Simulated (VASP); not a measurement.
Output of a VASP run:

File OSZICAR:
```
       N       E                     dE             d eps       ncg     rms          rms(c)
DAV:   1     0.398336958177E+03    0.39834E+03   -0.27170E+04  1144   0.151E+03
DAV:   2    -0.143655375714E+02   -0.41270E+03   -0.40411E+03  1243   0.348E+02
DAV:   3    -0.365063910751E+02   -0.22141E+02   -0.21891E+02  1231   0.680E+01
DAV:   4    -0.371364181038E+02   -0.63003E+00   -0.62803E+00  1252   0.110E+01
DAV:   5    -0.371527891456E+02   -0.16371E-01   -0.16365E-01  1275   0.183E+00    0.221E+01
DAV:   6    -0.363661123352E+02    0.78668E+00   -0.84087E+00  1150   0.145E+01    0.906E+00
DAV:   7    -0.363298128700E+02    0.36299E-01   -0.86624E+00  1105   0.116E+01    0.639E+00
DAV:   8    -0.359037515946E+02    0.42606E+00   -0.18357E+00  1205   0.618E+00    0.333E+00
DAV:   9    -0.359066419920E+02   -0.28904E-02   -0.26925E-01  1274   0.228E+00    0.135E+00
DAV:  10    -0.359005050713E+02    0.61369E-02   -0.48482E-02  1221   0.111E+00    0.389E-01
DAV:  11    -0.359007999389E+02   -0.29487E-03   -0.26404E-03  1197   0.262E-01    0.300E-01
DAV:  12    -0.359007122800E+02    0.87659E-04   -0.37770E-04  1178   0.916E-02    0.183E-01
DAV:  13    -0.359006726539E+02    0.39626E-04   -0.12215E-04  1229   0.587E-02    0.995E-02
DAV:  14    -0.359006710484E+02    0.16056E-05   -0.15269E-05  1302   0.155E-02    0.671E-02
DAV:  15    -0.359006694663E+02    0.15821E-05   -0.25964E-06  1160   0.821E-03    0.362E-02
DAV:  16    -0.359006675756E+02    0.18907E-05   -0.38932E-06  1256   0.847E-03    0.188E-02
DAV:  17    -0.359006671941E+02    0.38148E-06   -0.79875E-07  1113   0.398E-03    0.223E-03
DAV:  18    -0.359006671449E+02    0.49207E-07   -0.11133E-07   671   0.161E-03
   1 F= -.39229982E+02 E0= -.39229982E+02  d E =-.392300E+02
```

File OUTCAR:
```
------------------------ aborting loop because EDIFF is reached ----------------------------------------
 Edisp (eV)   -3.32931
  FORCE on cell =-STRESS in cart. coord.  units (eV):
  Direction    XX          YY          ZZ          XY          YZ          ZX
  --------------------------------------------------------------------------------------
  Total       0.01443     0.01443    -0.00356     0.00000     0.00000     0.00000
  in kB       0.15966     0.15966    -0.03941     0.00000     0.00000     0.00000
  external pressure =        0.09 kB  Pullay stress =        0.00 kB
  volume of cell :      144.81
      direct lattice vectors                 reciprocal lattice vectors
     1.747746891 -3.027186001  0.000000000     0.286082615 -0.165169897  0.000000000
     1.747746891  3.027186001  0.000000000     0.286082615  0.165169897  0.000000000
     0.000000000  0.000000000 13.685397269     0.000000000  0.000000000  0.073070586
 POSITION                                       TOTAL-FORCE (eV/Angst)
 -----------------------------------------------------------------------------------
      1.74775      1.00906     12.08259         0.000000      0.000000     -0.003394
      1.74775     -1.00906      5.23989         0.000000     -0.000000     -0.003394
      1.74775     -1.00906      1.60280         0.000000     -0.000000      0.003394
      1.74775      1.00906      8.44550         0.000000      0.000000      0.003394
      1.74775      1.00906      3.42135        -0.000000      0.000000      0.000000
      1.74775     -1.00906     10.26405        -0.000000     -0.000000      0.000000
 -----------------------------------------------------------------------------------
    total drift:                               -0.000000      0.001606     -0.000023
  FREE ENERGIE OF THE ION-ELECTRON SYSTEM (eV)
  ---------------------------------------------------
  free  energy   TOTEN  =       -39.2299818103 eV

  energy  without entropy=      -39.2299818103  energy(sigma->0) =      -39.22998181

 reached required accuracy - stopping structural energy minimisation
```
(Selected blocks of OUTCAR.)

### POSCAR
```
MoTe2
1
    1.7477468906    -3.0271860011     0.0000000000
    1.7477468906     3.0271860011     0.0000000000
    0.0000000000     0.0000000000    13.6853972693
Te Mo
4 2
Direct
  0.3333330000   0.6666670000   0.8828821678
  0.6666670000   0.3333330000   0.3828821678
  0.6666670000   0.3333330000   0.1171178322
  0.3333330000   0.6666670000   0.6171178322
  0.3333330000   0.6666670000   0.2500000000
  0.6666670000   0.3333330000   0.7500000000
```

Task: Reconstruct the remaining input files.

Result: Several could match; the one computed here: the input of the run itself, PBE GGA with D3 dispersion (Becke-Johnson damping), plane waves, VASP's PBE PAW potentials (set 64).

**INCAR**
```
# general
SYSTEM   =  MoTe2
PREC     =  Accurate
ENCUT    =  520
LREAL    =  .FALSE.
LASPH    =  .TRUE.

# electronic loop
EDIFF    =  1E-7
NELM     =  100
ALGO     =  Normal
LMAXMIX  =  4

# smearing
ISMEAR   =  0
SIGMA    =  0.05

# functional
GGA      =  PE
IVDW     =  12

# ions
IBRION   =  2
NSW      =  30
ISIF     =  4
EDIFFG   =  -0.01

# output
LWAVE    =  .FALSE.
LCHARG   =  .FALSE.
```

**KPOINTS**
```
Automatic mesh
0
Gamma
7 7 2
0 0 0
```

POTCAR, in this order: Te Mo_sv (PBE.64 set). Program: vasp_std.

The compound is MoTe2 in the 2H layered structure. It was relaxed first.
